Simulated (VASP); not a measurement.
All values below come from LDA (Ceperley-Alder, Perdew-Zunger), VASP's LDA PAW potentials (set 64) (plane waves; VASP). Each cell was relaxed at this level, without spin-orbit coupling.

Which of these comes out without a gap?
A) WSe2, P6_3/mmc (194)
B) ZnGeP2, I-42d (122)
C) RbCl, Fm-3m (225)
D) CuAu, P4/mmm (123)

D, CuAu, P4/mmm (123). The others have gaps of 4.85 eV (RbCl, Fm-3m (225)), 0.84 eV (WSe2, P6_3/mmc (194)), 1.01 eV (ZnGeP2, I-42d (122)).
